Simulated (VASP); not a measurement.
SrVO$_{3}$ (relaxed from the 2H-BaNiO3 structure, space group P6_3/mmc): computed properties

All values below come from PBEsol GGA, VASP's PBE PAW potentials (set 64) (plane waves; VASP).

| Item | Value |
|---|---|
| space group | P6_3/mmc (194) |
| cell | a = b = 5.530 Å, c = 4.576 Å, α = β = 90.00°, γ = 120.00° |
| volume per atom | 12.12 Å^3/atom |
| band gap (over mesh and band path) | none (metal, semimetal or under 0.01 eV) |
| cell moment | 0.00 μB |
| density | 5.11 g/cm³ |

```xyz
10
Lattice="5.5304 0.0000 0.0000 -2.7652 4.7895 0.0000 0.0000 0.0000 4.5758" Properties=species:S:1:pos:R:3 pbc="T T T"
Sr     0.0000     3.1930     3.4319
Sr     2.7652     1.5965     1.1440
V      0.0000     0.0000     0.0000
V      0.0000     0.0000     2.2879
O      0.0000     1.5441     1.1440
O      1.4280     4.0174     1.1440
O     -1.4280     4.0174     1.1440
O      2.7652     3.2454     3.4319
O      1.3372     0.7720     3.4319
O      4.1932     0.7720     3.4319
```

The structure was generated: SrVO3 was put into the 2H-BaNiO3 type (P6_3/mmc), which need not be its known phase. It was relaxed first, which changed the volume by -9 %. Symmetry was kept, so distortions that lower it aren't found.
